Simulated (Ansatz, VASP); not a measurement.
Two plane-wave programs on MgSiH2O4

```
Si Mg O H
1.0
     4.33505    0.00000    0.00000
     0.00000    2.85961    0.00000
    -0.27988    0.00000    4.79298
Si Mg O H
1 1 4 2
Direct
  0.00098 0.00000 0.00247
  0.50036 0.50000 0.47539
  0.77189 0.50000 0.10642
  0.80259 0.00000 0.65865
  0.24809 0.50000 0.85942
  0.22371 0.00000 0.30909
  0.46535 0.50000 0.97146
  0.97852 0.00000 0.51691
```

The cell comes from a database or a generator and needn't be the stable form of this composition.

Alike in both runs: task single point; functional PBE; k mesh 6 × 9 × 6; occupations fermi-dirac, width 0.05 eV; no spin polarisation.

```csv
,VASP,Ansatz
version,VASP 6.6.1,Ansatz 0.2.0
potentials or method,"VASP PAW PBE potentials, release 64 (Si, Mg, O, H)",Ansatz PAW
plane-wave cutoff (eV),520,420
valence electrons in the cell,32,40
```

|  | VASP | Ansatz | Ansatz less VASP |
| --- | --- | --- | --- |
| gap on the k mesh at the Fermi level (eV) | 4.77 | 4.79 | +0.021 |
| least direct gap on the mesh (eV) | 4.81 | 4.83 | +0.021 |
| pressure (GPa) | -0.3 | -0.1 | +0.17 |
| largest component of the traceless stress (GPa) | 0.26 | 0.33 | +0.073 |
| rms of the force components (eV/Å) | 0.044 | 0.062 | +0.0189 |

Atom by atom the forces differ by 0.038 eV/Å (rms over components). The two sets of potentials don't hold the same shells in valence.

Caveats: an odd mesh through Γ misses points on the zone boundary, where band edges often lie (VASP); odd divisions of the mesh miss points on the zone boundary, where band edges often lie, so the gap on the mesh can be too wide (Ansatz); the pressure holds a Pulay correction of +0.9 GPa for the finite cutoff (Ansatz).
